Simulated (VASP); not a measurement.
Data:

```yaml
crystal:
  lattice:
    - [2.82502, 0.00000, 0.00000]
    - [0.00000, 2.82502, 0.00000]
    - [0.00000, 0.00000, 2.82502]
  atoms:
    - { symbol: Ga, position: [0.50000, 0.50000, 0.50000] }
    - { symbol: Co, position: [0.00000, 0.00000, 0.00000] }
```

Computed with PW91 GGA, VASP's PBE PAW potentials (set 64) (plane waves; VASP 6.6.1). Settings: 520 eV cut-off, 13×13×13 Γ-centred mesh, first-order Methfessel-Paxton smearing of 0.10 eV, potentials Ga_d Co.

Task: Predict the energy per atom (σ→0), pressure, band gap (on the k-mesh) with the smallest direct gap where there is one.

Result: 
| Item | Value |
|---|---|
| band gap (on the k-mesh) | none (metal, semimetal or under 0.01 eV) |
| energy per atom (σ→0) | -502.8 kJ/mol of atoms |
| pressure | 12.66 GPa |

Only differences to runs with the same potentials and settings are physical.

The compound is CoGa in the CsCl type structure. This cell is one point of a volume scan, at 0.94 of the reference volume. The run is not spin-polarised, so no magnetic state was tried.
